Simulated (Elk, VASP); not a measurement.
An input for Elk (PBE, all-electron FP-LAPW, Elk's shipped species files, APW+lo basis with extra local orbitals):

```
tasks
  0

xctype
  20

rgkmax
  8.0

gmaxvr
  16.0

nxlo
  2

lorbcnd
  .true.

lmaxi
  2

stype
  3

swidth
  0.000734986

avec
    0.0000000000    5.3290276714    5.3290276714
    5.3290276714    0.0000000000    5.3290276714
    5.3290276714    5.3290276714    0.0000000000

sppath
  'species/'

atoms
  2   : nspecies
  'Na.in'   : spfname
  1   : natoms; atposl, bfcmt below
  0.0000000000  0.0000000000  0.0000000000    0.0 0.0 0.0
  'Cl.in'   : spfname
  1   : natoms; atposl, bfcmt below
  0.5000000000  0.5000000000  0.5000000000    0.0 0.0 0.0

ngridk
  10 10 10
```

Task: Translate it to VASP.

Result: One set of files that does it:

### INCAR
```
SYSTEM = NaCl
PREC = Accurate; ENCUT = 300; LREAL = .False.
LASPH = .True.
EDIFF = 1E-6; NELM = 100; ALGO = Normal
ISMEAR = -1; SIGMA = 0.02
GGA = PE
ISIF = 2
LWAVE = .False.; LCHARG = .False.
```

**KPOINTS**
```
Regular mesh
0
Gamma
10 10 10
```

**POSCAR**
```
NaCl
5.640
  0.0000000000   0.5000000000   0.5000000000
  0.5000000000   0.0000000000   0.5000000000
  0.5000000000   0.5000000000   0.0000000000
Na Cl
1 1
Cart
  0.0000000000   0.0000000000   0.0000000000
  0.5000000000   0.5000000000   0.5000000000
```

POTCAR, in this order: Na_pv Cl (PBE.64 set). Program: vasp_std.

Both are inputs of real runs that ended normally. What can't carry over is the choice of potentials or basis and its cut-off, and each code's defaults.

VASP also gives the stress here, which the Elk input doesn't ask for.

The structure is a typed NaCl crystal (Fm-3m). The cell was not relaxed at this level, and it may have been scaled.
